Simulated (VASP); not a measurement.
OSZICAR of a VASP run on Co (hcp):

### OSZICAR
```
       N       E                     dE             d eps       ncg     rms          rms(c)
DAV:   1     0.778565567006E+02    0.77857E+02   -0.79344E+03  8204   0.150E+03
DAV:   2    -0.140593367165E+02   -0.91916E+02   -0.85176E+02  8121   0.249E+02
DAV:   3    -0.161484897681E+02   -0.20892E+01   -0.20303E+01  9605   0.536E+01
DAV:   4    -0.161807836183E+02   -0.32294E-01   -0.32288E-01 11730   0.505E+00
DAV:   5    -0.161810467514E+02   -0.26313E-03   -0.26313E-03  9914   0.433E-01    0.146E+01
DAV:   6    -0.145376268774E+02    0.16434E+01   -0.14140E+01  8625   0.758E+01    0.725E+00
DAV:   7    -0.140969254804E+02    0.44070E+00   -0.19864E+00  9031   0.277E+01    0.380E+00
DAV:   8    -0.140799895202E+02    0.16936E-01   -0.20035E-02 11079   0.161E+00    0.176E+00
DAV:   9    -0.140647965822E+02    0.15193E-01   -0.62269E-03 11595   0.139E+00    0.513E-01
DAV:  10    -0.140647361006E+02    0.60482E-04   -0.11002E-03 11080   0.461E-01    0.129E-01
DAV:  11    -0.140646631811E+02    0.72920E-04   -0.96540E-05 11564   0.147E-01    0.284E-02
DAV:  12    -0.140646611830E+02    0.19981E-05   -0.54320E-06  9004   0.293E-02    0.146E-02
DAV:  13    -0.140646610762E+02    0.10675E-06   -0.14692E-06  5474   0.192E-02
   1 F= -.14064661E+02 E0= -.14064600E+02  d E =-.140647E+02  mag=     3.2812
       N       E                     dE             d eps       ncg     rms          rms(c)
DAV:   1    -0.146101892836E+02   -0.54553E+00   -0.62162E+00  8121   0.451E+01    0.603E+00
DAV:   2    -0.141718504610E+02    0.43834E+00   -0.24649E+00  8618   0.326E+01    0.384E+00
DAV:   3    -0.140777471636E+02    0.94103E-01   -0.28855E-01  8604   0.109E+01    0.162E+00
DAV:   4    -0.140705387910E+02    0.72084E-02   -0.40609E-03 11239   0.831E-01    0.562E-01
DAV:   5    -0.140641058914E+02    0.64329E-02   -0.13579E-03 12298   0.520E-01    0.137E-01
DAV:   6    -0.140640421762E+02    0.63715E-04   -0.23912E-04 10380   0.188E-01    0.556E-02
DAV:   7    -0.140640410454E+02    0.11308E-05   -0.17817E-05  9006   0.603E-02    0.227E-02
DAV:   8    -0.140640381118E+02    0.29336E-05   -0.83290E-07  5493   0.135E-02    0.300E-03
DAV:   9    -0.140640376454E+02    0.46644E-06   -0.17451E-07  4260   0.669E-03
   2 F= -.14064038E+02 E0= -.14064252E+02  d E =0.623431E-03  mag=     3.2110
       N       E                     dE             d eps       ncg     rms          rms(c)
DAV:   1    -0.142111139319E+02   -0.14708E+00   -0.16249E+00  8100   0.238E+01    0.295E+00
DAV:   2    -0.141027619708E+02    0.10835E+00   -0.64773E-01  8534   0.163E+01    0.192E+00
DAV:   3    -0.140768018809E+02    0.25960E-01   -0.75680E-02  8555   0.562E+00    0.818E-01
DAV:   4    -0.140748928232E+02    0.19091E-02   -0.95084E-04 10113   0.402E-01    0.300E-01
DAV:   5    -0.140731380649E+02    0.17548E-02   -0.47274E-04 12250   0.298E-01    0.482E-02
DAV:   6    -0.140731577666E+02   -0.19702E-04   -0.29881E-05  8762   0.596E-02    0.214E-02
DAV:   7    -0.140731616917E+02   -0.39251E-05   -0.42513E-06  8947   0.314E-02    0.157E-02
DAV:   8    -0.140731644774E+02   -0.27858E-05   -0.82596E-07  4408   0.117E-02    0.226E-03
DAV:   9    -0.140731646770E+02   -0.19964E-06   -0.61800E-08  4120   0.303E-03
   3 F= -.14073165E+02 E0= -.14073244E+02  d E =-.850360E-02  mag=     3.2488
       N       E                     dE             d eps       ncg     rms          rms(c)
DAV:   1    -0.140734990394E+02   -0.33456E-03   -0.95419E-03  9024   0.841E-01    0.108E-01
DAV:   2    -0.140732963345E+02    0.20270E-03   -0.14712E-04 10952   0.223E-01    0.556E-02
DAV:   3    -0.140732289975E+02    0.67337E-04   -0.94899E-05  9881   0.116E-01    0.196E-02
DAV:   4    -0.140732316687E+02   -0.26712E-05   -0.82553E-06  9123   0.443E-02    0.432E-03
DAV:   5    -0.140732311263E+02    0.54235E-06   -0.43054E-07  4239   0.127E-02
   4 F= -.14073231E+02 E0= -.14073316E+02  d E =-.664493E-04  mag=     3.2472
```

Q: Which electronic solver shows in the log?

A: It is blocked Davidson (ALGO = Normal, or the opening steps of other solvers). The INCAR had ALGO = Normal.

Q: How was spin treated?

A: Collinear spin (ISPIN = 2): the summary line carries one mag value, 3.25 μB in the cell.

Q: Can the final energy be trusted as converged?

A: The run converged. It stopped with EDIFF = 1E-6, NELM = 100, NSW = 60 and EDIFFG = -0.01 after 4 ionic steps (PBE GGA, plane waves, VASP's PBE PAW potentials (set 64)). Energy and stress use the plane-wave basis of the starting cell.

The compound is Co in the hcp structure. This run relaxes it. Symmetry was kept, so distortions that lower it aren't found.
